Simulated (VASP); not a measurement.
Calculation: LDA (Ceperley-Alder, Perdew-Zunger), VASP's LDA PAW potentials (set 64) (plane waves; VASP).

The input files of a VASP run:

### KPOINTS
```
kpoints
0
G
 6 6 6
```

### POSCAR
```
CsBr
1.0
  4.1455202491   0.0000000000   0.0000000000
  0.0000000000   4.1455202491   0.0000000000
  0.0000000000   0.0000000000   4.1455202491
Cs Br
1 1
Cartesian
  0.0000000000   0.0000000000   0.0000000000
  2.0727601245   2.0727601245   2.0727601245
```

INCAR:
```
! general
SYSTEM =CsBr
PREC   =Accurate
ENCUT  =400   ! plane-wave cut-off (eV)
LREAL  =.FALSE.   ! projection in real space or not
LASPH  =.TRUE.   ! aspherical one-centre terms

! electronic loop
EDIFF  =1E-6
NELM   =100
ALGO   =Normal   ! blocked Davidson
LMAXMIX=4   ! l cut-off of mixed one-centre charges

! smearing
ISMEAR =0   ! Gaussian
SIGMA  =0.05

! ions
IBRION =2   ! conjugate gradients
NSW    =60   ! most ionic steps
ISIF   =3
EDIFFG =-0.01   ! ionic stop

! output
LWAVE  =.FALSE.
LCHARG =.FALSE.
```

POTCAR, in this order: Cs_sv Br (LDA.64 set). Program: vasp_std.

Unless said otherwise, spin-orbit coupling is left out, though it shifts the bands of the heavy elements here.

Problem. What does the run give for the energy per atom (σ→0), band gap (on the k-mesh)?

Solution. 
```yaml
energy per atom (σ→0): -3.397 eV/atom
band gap (on the k-mesh): 4.51 eV
```

File OSZICAR:
```
...
DAV:   6    -0.683273339983E+01    0.20020E+00   -0.30186E-01   528   0.298E+00    0.109E+00
DAV:   7    -0.679576074687E+01    0.36973E-01   -0.13342E-01   604   0.196E+00    0.513E-01
DAV:   8    -0.679334499774E+01    0.24157E-02   -0.74431E-03   572   0.571E-01    0.846E-02
DAV:   9    -0.679312161967E+01    0.22338E-03   -0.72182E-04   600   0.173E-01    0.605E-02
DAV:  10    -0.679313785330E+01   -0.16234E-04   -0.49252E-05   572   0.513E-02    0.153E-02
DAV:  11    -0.679313921445E+01   -0.13611E-05   -0.83647E-06   568   0.184E-02    0.270E-03
DAV:  12    -0.679313904223E+01    0.17221E-06   -0.11431E-06   336   0.717E-03
   1 F= -.67931390E+01 E0= -.67931390E+01  d E =-.679314E+01
```

The structure comes from a computed database's CsBr entry (Pm-3m); how it stands against other phases isn't given here. It was relaxed first, which changed the volume by -12 %. The start is the result of an earlier pass.
